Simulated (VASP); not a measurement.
Level of theory: vdW-DF-cx, VASP's PBE PAW potentials (set 64) (plane waves; VASP).

Input for VASP

INCAR:
```
SIGMA = 0.05
GGA = CX
EDIFF = 1E-7
ISMEAR = 0   ! Gaussian
ALGO = Normal
ENCUT = 520
LORBIT = 11   ! lm-projected
AGGAC = 0.0
NELM = 100
LREAL = .False.   ! projection in real space or not
SYSTEM = GaAs
LCHARG = .False.
ICHARG = 11   ! fixed density
LASPH = .True.   ! aspherical one-centre terms
PREC = Accurate
LUSE_VDW = .True.
LWAVE = .False.
LMAXMIX = 4   ! l cut-off of mixed one-centre charges
```

**KPOINTS**
```
k-points along high-symmetry lines
15
Line-mode
Reciprocal
  0.000000   0.000000   0.000000 ! GAMMA
 -0.500000  -0.500000   0.000000 ! X

 -0.500000  -0.500000   0.000000 ! X
 -0.375000  -0.375000   0.250000 ! U

 -0.375000   0.000000   0.375000 ! K
  0.000000   0.000000   0.000000 ! GAMMA

  0.000000   0.000000   0.000000 ! GAMMA
  0.000000   0.000000   0.500000 ! L

  0.000000   0.000000   0.500000 ! L
 -0.500000  -0.250000   0.250000 ! W

 -0.500000  -0.250000   0.250000 ! W
 -0.500000  -0.500000   0.000000 ! X
```

### POSCAR
```
GaAs
1
    0.0000000000     2.8397392409     2.8397392409
    2.8397392409    -0.0000000000     2.8397392409
    2.8397392409     2.8397392409    -0.0000000000
Ga As
1 1
Direct
  0.0000000000   0.0000000000   0.0000000000
  0.2500000000   0.2500000000   0.2500000000
```

POTCAR, in this order: Ga_d As (PBE.64 set). Program: vasp_std. Read from the step before: CHGCAR.

What VASP printed:

OUTCAR:
```
 ion  position               nearest neighbor table
   1  0.000  0.000  0.000-   2 2.46   2 2.46   2 2.46   2 2.46
   2  0.250  0.250  0.250-   1 2.46   1 2.46   1 2.46   1 2.46
  LATTYP: Found a face centered cubic cell.
 ALAT       =     5.6794784818
 Subroutine PRICEL returns:
 Original cell was already a primitive cell.
 Subroutine GETGRP returns: Found 24 space group operations
The static configuration has the point symmetry T_d .
The dynamic configuration has the point symmetry T_d .
 Subroutine INISYM returns: Found 24 space group operations
   k-points           NKPTS =     90   k-points in BZ     NKDIM =     90   number of bands    NBANDS=     13
   number of dos      NEDOS =    301   number of ions     NIONS =      2
   total plane-waves  NPLWV =  27000
   dimension x,y,z NGX =    30 NGY =   30 NGZ =   30
   dimension x,y,z NGXF=    60 NGYF=   60 NGZF=   60
   ions per type =               1   1
   PREC   = accura    normal or accurate (medium, high low for compatibility)
   ISTART =      0    job   : 0-new  1-cont  2-samecut
   ICHARG =     11    charge: 1-file 2-atom 10-const
   ISPIN  =      1    spin polarized calculation?
   LNONCOLLINEAR =      F non collinear calculations
   LSORBIT =      F    spin-orbit coupling
   INIWAV =      1    electr: 0-lowe 1-rand  2-diag
   ENCUT  =  520.0 eV  38.22 Ry    6.18 a.u.   7.47  7.47  7.47*2*pi/ulx,y,z
   NELM   =    100;   NELMIN=  2; NELMDL= -5     # of ELM steps
   EDIFF  = 0.1E-06   stopping-criterion for ELM
   LREAL  =      F    real-space projection
   NLSPLINE    = F    spline interpolate recip. space projectors
   LMAXMIX     =    4 max onsite mixed and CHGCAR
   VOSKOWN=      0    Vosko Wilk Nusair interpolation
   EDIFFG = 0.1E-05   stopping-criterion for IOM
   NSW    =      0    number of steps for IOM
   NBLOCK =      1;   KBLOCK =      1    inner block; outer block
   IBRION =     -1    ionic relax: 0-MD 1-quasi-New 2-CG
   NFREE  =      0    steps in history (QN), initial steepest desc. (CG)
   ISIF   =      2    stress and relaxation
   ISYM   =      2    0-nonsym 1-usesym 2-fastsym
   TEIN   =    0.0    initial temperature
   TEBEG  =    0.0;   TEEND  =   0.0 temperature during run
   SMASS  =  -3.00    Nose mass-parameter (am)
   PSTRESS=    0.0 pullay stress
   NELECT =      18.0000    total number of electrons
   EFERMI =   0.00;   METHOD = LEGACY
   ISMEAR =     0;   SIGMA  =   0.05  broadening in eV -4-tet -1-fermi 0-gaus
   IALGO  =     38    algorithm
   LDIAG  =      T    sub-space diagonalisation (order eigenvalues)
   IMIX   =      4    mixing-type and parameters
     AMIX     =   0.40;   BMIX     =  1.00
     AMIX_MAG =   1.60;   BMIX_MAG =  1.00
     AMIN     =   0.10
   GGA     = CX    functional components
   VOSKOWN =     0    Vosko Wilk Nusair interpolation
   LHFCALC =     F    Hartree Fock is set to
   LHFONE  =     F    Hartree Fock one center treatment
   AEXX    =    0.0000 exact exchange contribution
   LUSE_VDW   =     T    switch on vdW DFT
   IVDW    =     0    specifies the selected vdW correction
   LEPSILON=     F    determine dielectric tensor
   LRPA    =     F    only Hartree local field effects (RPA)
  energy-cutoff  :      520.00
  volume of cell :       45.80
      direct lattice vectors                 reciprocal lattice vectors
     0.000000000  2.839739241  2.839739241    -0.176072504  0.176072504  0.176072504
     2.839739241  0.000000000  2.839739241     0.176072504 -0.176072504  0.176072504
     2.839739241  2.839739241  0.000000000     0.176072504  0.176072504 -0.176072504
 k-point     1 :   0.0000 0.0000 0.0000  plane waves:    1243
 k-point     2 :  -0.0357-0.0357 0.0000  plane waves:    1243
 k-point     3 :  -0.0714-0.0714 0.0000  plane waves:    1243
 k-point     4 :  -0.1071-0.1071 0.0000  plane waves:    1247
 k-point     5 :  -0.1429-0.1429 0.0000  plane waves:    1251
 k-point     6 :  -0.1786-0.1786 0.0000  plane waves:    1239
 k-point     7 :  -0.2143-0.2143 0.0000  plane waves:    1251
 k-point     8 :  -0.2500-0.2500 0.0000  plane waves:    1243
 k-point     9 :  -0.2857-0.2857 0.0000  plane waves:    1246
...
```

OSZICAR:
```
       N       E                     dE             d eps       ncg     rms          rms(c)
DAV:   1     0.860212311965E+02    0.86021E+02   -0.93040E+03  2364   0.192E+03
DAV:   2     0.433954793686E+01   -0.81682E+02   -0.78805E+02  2545   0.325E+02
DAV:   3    -0.190704032654E+01   -0.62466E+01   -0.61366E+01  2890   0.745E+01
DAV:   4    -0.202068704580E+01   -0.11365E+00   -0.11354E+00  2712   0.108E+01
DAV:   5    -0.202261905982E+01   -0.19320E-02   -0.19319E-02  2917   0.125E+00
DAV:   6    -0.202268796232E+01   -0.68903E-04   -0.68902E-04  3221   0.207E-01
DAV:   7    -0.202268847486E+01   -0.51254E-06   -0.51204E-06  2955   0.153E-02
DAV:   8    -0.202268849360E+01   -0.18741E-07   -0.19306E-07  2123   0.222E-03
   1 F= -.20226885E+01 E0= -.20226885E+01  d E =-.117443E-07
```

### OUTCAR
```
 val. band max:        3.7087536022   @ k =   0.0000   0.0000   0.0000

 cond. band min:       4.0628985662   @ k =   0.0000   0.0000   0.0000



 k-point     1 :       0.0000    0.0000    0.0000
  band No.  band energies     occupation
      1     -11.1184      2.00000
      2     -11.1184      2.00000
      3     -11.1184      2.00000
      4     -11.0429      2.00000
      5     -11.0429      2.00000
      6      -8.9379      2.00000
      7       3.7088      2.00000
      8       3.7088      2.00000
      9       3.7088      2.00000
     10       4.0629      0.00000
     11       7.3918      0.00000
     12       7.3918      0.00000
     13       7.3918      0.00000

 k-point     2 :      -0.0357   -0.0357    0.0000
  band No.  band energies     occupation
      1     -11.1202      2.00000
      2     -11.1179      2.00000
      3     -11.1179      2.00000
      4     -11.0431      2.00000
      5     -11.0427      2.00000
      6      -8.9181      2.00000
      7       3.2250      2.00000
      8       3.6417      2.00000
      9       3.6417      2.00000
     10       4.5433      0.00000
     11       7.3170      0.00000
     12       7.4833      0.00000
     13       7.4833      0.00000

 k-point     3 :      -0.0714   -0.0714    0.0000
  band No.  band energies     occupation
      1     -11.1253      2.00000
      2     -11.1162      2.00000
      3     -11.1162      2.00000
      4     -11.0437      2.00000
      5     -11.0423      2.00000
      6      -8.8591      2.00000
      7       2.6038      2.00000
      8       3.4596      2.00000
      9       3.4596      2.00000
     10       5.1474      0.00000
     11       7.1215      0.00000
     12       7.7386      0.00000
     13       7.7386      0.00000

 k-point     4 :      -0.1071   -0.1071    0.0000
  band No.  band energies     occupation
      1     -11.1331      2.00000
      2     -11.1135      2.00000
      3     -11.1135      2.00000
      4     -11.0449      2.00000
...
```

The density is held fixed in this step, so its total energy and stress have no physical meaning.

The compound is GaAs in the zinc blende structure. It was relaxed first.
